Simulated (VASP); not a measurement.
A VASP calculation is set up with these files.

### POSCAR
```
BaTe
1.0
  4.2643793240   0.0000000000   0.0000000000
  0.0000000000   4.2643793240   0.0000000000
  0.0000000000   0.0000000000   4.2643793240
Ba Te
1 1
Cartesian
  0.0000000000   0.0000000000   0.0000000000
  2.1321896620   2.1321896620   2.1321896620
```

INCAR:
```
ALGO  =  Normal
EDIFF  =  1E-7
ENCUT  =  400
GGA  =  PE
ISIF  =  2
ISMEAR  =  -5
LASPH  =  T
LCHARG  =  T
LMAXMIX  =  4
LORBIT  =  11
LREAL  =  F
LWAVE  =  F
NEDOS  =  601
NELM  =  100
PREC  =  Accurate
SYSTEM  =  BaTe
```

File KPOINTS:
```
Automatic mesh
0
gamma
7 7 7
0 0 0
```

POTCAR, in this order: Ba_sv Te (PBE.64 set). Program: vasp_std.

Question: Translate this PBE calculation to Quantum ESPRESSO's pw.x.

Answer: One equivalent input (not run):
```
&CONTROL
  calculation = 'scf'
  pseudo_dir = './pseudo'
  outdir = './out'
  tprnfor = .true.
  tstress = .true.
/
&SYSTEM
  ibrav = 0
  nat = 2
  ntyp = 2
  ecutwfc = 82.3
  occupations = 'tetrahedra'
  input_dft = 'pbe'
/
&ELECTRONS
  conv_thr = 7.3e-09
  electron_maxstep = 100
/
ATOMIC_SPECIES
  Ba 137.327 Ba.upf
  Te 127.600 Te.upf
CELL_PARAMETERS angstrom
     4.2643793    0.0000000   -0.0000000
     0.0000000    4.2643793    0.0000000
    -0.0000000   -0.0000000    4.2643793
ATOMIC_POSITIONS crystal
  Ba   0.0000000  0.0000000  0.0000000
  Te   0.5000000  0.5000000  0.5000000
K_POINTS automatic
  7 7 7 0 0 0
```
What does not carry over: the potentials are each code's own (VASP's PAW set, PseudoDojo norm-conserving files in pw.x), so ENCUT and ecutwfc are chosen apart and not converted; conv_thr bounds pw.x's estimated SCF error, while EDIFF bounds the energy change between steps.

The structure was generated: BaTe was put into the CsCl type type (Pm-3m), which need not be its known phase. It was relaxed first, which changed the volume by -20 %.
